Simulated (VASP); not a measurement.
**AlTlS3: single point with LDA**

Crystal: AlTlS3.

```xyz
5
Lattice="4.7002 0.0000 0.0000 0.0000 4.7002 0.0000 0.0000 0.0000 4.7002" Properties=species:S:1:pos:R:3 pbc="T T T"
Tl    0.0000    0.0000    0.0000
Al    2.3501    2.3501    2.3501
S     2.3501    2.3501    0.0000
S     2.3501    0.0000    2.3501
S     0.0000    2.3501    2.3501
```

The cell comes from a database or a generator and needn't be the stable form of this composition.

* Program: VASP 6.6.1
* Task: single point
* Functional: LDA
* Potentials or basis: VASP PAW LDA potentials, release 64 (Tl_d, Al, S)
* Cutoff: 520 eV
* k mesh: 4 × 4 × 4
* Occupations: gaussian, width 0.05 eV
* Spin: no spin polarisation
* Dipole correction: no
* Further INCAR settings: ALGO = Fast; EDIFF = 1e-06; NBANDS = 25

| Property | Result |
| --- | --- |
| Pressure | -2.6 GPa |
| Band gap on the k mesh | none (metal or under the smearing width) |

Levels at points of the mesh, in eV from the Fermi level:
| k point | band 14 | band 15 | band 16 | band 17 | band 18 | band 19 | band 20 | band 21 |
| --- | --- | --- | --- | --- | --- | --- | --- | --- |
| (0.00, 0.00, 0.00) | -0.68 | -0.68 | -0.47 | -0.47 | -0.47 | 1.08 | 5.71 | 5.71 |
| (0.50, 0.00, 0.00) | -1.93 | -1.07 | -0.27 | -0.27 | 0.10 | 2.51 | 4.86 | 5.25 |
| (0.50, 0.50, 0.00) | -1.46 | -1.46 | -1.03 | -0.72 | 0.80 | 3.54 | 4.68 | 4.68 |
| (0.50, 0.50, 0.50) | -0.98 | -0.98 | 0.77 | 0.77 | 0.77 | 4.83 | 4.83 | 4.83 |

Run time: 14 s on 1 thread of AMD EPYC 9R45 (Zen 5) (shared host), peak memory 0.15 GiB.

Spin-orbit coupling is left out, which matters for the levels of Tl.
